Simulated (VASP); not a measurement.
Data:

```
CELL_PARAMETERS angstrom
      3.98410     0.00000     0.00000
      0.00000     3.98410     0.00000
      0.00000     0.00000     3.98410
ATOMIC_POSITIONS crystal
  Cu 0.75000 0.25000 0.75000
  Cu 0.25000 0.75000 0.75000
  Cu 0.75000 0.75000 0.25000
  Cu 0.25000 0.25000 0.25000
  O  0.00000 0.00000 0.00000
  O  0.50000 0.50000 0.50000
```

All values below come from PBE GGA, VASP's PBE PAW potentials (set 64) (plane waves; VASP 6.6.1). Numerical set-up: 620 eV cut-off, 6×6×6 Γ-centred mesh, Gaussian smearing of 0.050 eV, potentials Cu O.

What does the run give for the energy per atom (σ→0), pressure, band gap (on the k-mesh) with the smallest direct gap where there is one?

| Property | Value |
|---|---|
| band gap (on the k-mesh) | 0.47 eV |
| smallest direct gap (on the k-mesh) | 0.47 eV |
| energy per atom (σ→0) | -4.232 eV/atom |
| pressure | 45.04 GPa |

Only differences to runs with the same potentials and settings are physical.

The compound is Cu2O in the cuprite structure. It was relaxed first under an external pressure of 45 GPa.
